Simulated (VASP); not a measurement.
A run of VASP 6.6.1 is set up as follows.

Contents of INCAR:

```
SYSTEM = Mg3Be
PREC = Accurate ; ENCUT = 520
EDIFF = 1E-6 ; ISMEAR = 0
SIGMA = 0.1 ; LREAL = .FALSE.
LASPH = .TRUE. ; NELM = 100
ALGO = Fast ; ISIF = 2
LWAVE = .FALSE. ; LCHARG = .FALSE.
GGA = PE ; NBANDS = 12
```

The input KPOINTS:

```
Automatic mesh
0
G
  12 12 12
  0 0 0
```

POSCAR

```
Mg3Be
1.0
    0.0000000000      3.3339615095      3.3339615095
    3.3339615095      0.0000000000      3.3339615095
    3.3339615095      3.3339615095      0.0000000000
Mg Be
3 1
Direct
    0.2500000000      0.2500000000      0.2500000000
    0.7500000000      0.7500000000      0.7500000000
    0.5000000000      0.5000000000      0.5000000000
    0.0000000000      0.0000000000      0.0000000000
```

Potentials or basis: VASP PAW PBE potentials, release 64 (Mg, Be).

Launch:

```console
$ cat potpaw_PBE.64/Mg/POTCAR potpaw_PBE.64/Be/POTCAR > POTCAR
$ mpirun -np 1 vasp_std > vasp.out
```

Predict the band gap on the k mesh.

none (metal or under the smearing width).

What does it give for the pressure?

-0.1 GPa.
